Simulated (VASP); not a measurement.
Input:

```yaml
crystal:
  lattice:
    - [0.00000, 2.74778, 2.74778]
    - [2.74778, 0.00000, 2.74778]
    - [2.74778, 2.74778, 0.00000]
  atoms:
    - { symbol: Ca, position: [0.00000, 0.00000, 0.00000] }
    - { symbol: F, position: [0.25000, 0.25000, 0.25000] }
    - { symbol: F, position: [0.75000, 0.75000, 0.75000] }
```

The numbers are results of PBE GGA with D3 dispersion (zero damping), VASP's PBE PAW potentials (set 64) (plane waves; VASP), not measurements. Settings: 520 eV cut-off, 7×7×7 Γ-centred mesh, Gaussian smearing of 0.050 eV, potentials Ca_sv F.

Give the energy at these volumes per atom, relative to the lowest: 12.94, 13.35, 13.77, 14.18, 14.59 Å³.

16.0, 4.4, 0.0, 2.1, 9.3 meV/atom. A third-order Birch-Murnaghan fit gives B0 = 78.7 GPa and B0′ = 4.7.

Measured: bulk modulus 83.0 GPa (computed value off by -5.2 %), as given by On the Morphology of Group II Metal Fluoride Nanocrystals at Finite Temperature and Partial Pressure of HF, PMC6154342; a 5.466 Å (computed value off by +0.5 %), as given by M. Råsander et al., The Journal of Chemical Physics (2015), arXiv:1505.02379. The calculation is for a static lattice, while the measured bulk modulus, a hold thermal and zero-point effects, which are part of the difference.

The compound is CaF2 in the fluorite structure. It was relaxed first.
